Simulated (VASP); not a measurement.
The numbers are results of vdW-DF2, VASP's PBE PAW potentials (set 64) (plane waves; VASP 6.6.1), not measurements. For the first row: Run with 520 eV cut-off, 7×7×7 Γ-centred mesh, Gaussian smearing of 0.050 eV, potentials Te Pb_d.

```csv
system,energy (eV/atom)
PbTe (rock salt),-1.0368
Te (trig),-1.0022
Pb (fcc),-0.1431
```

The references are the elements' solids at the same level; no temperature or zero-point terms are added.  Spin-orbit coupling is left out, which shifts such energies by up to tenths of an eV for the heavy elements here.

Task: What is the formation energy per atom of PbTe?

Result: The references average (1×(-1.0022) + 1×(-0.1431))/2 = -0.5726 eV, so the formation energy is -1.0368 − (-0.5726) = -0.464 eV/atom. Measured: -0.366 eV/atom at 298 K (as given by CRC Handbook of Chemistry and Physics, Standard Thermodynamic Properties of Chemical Substances).
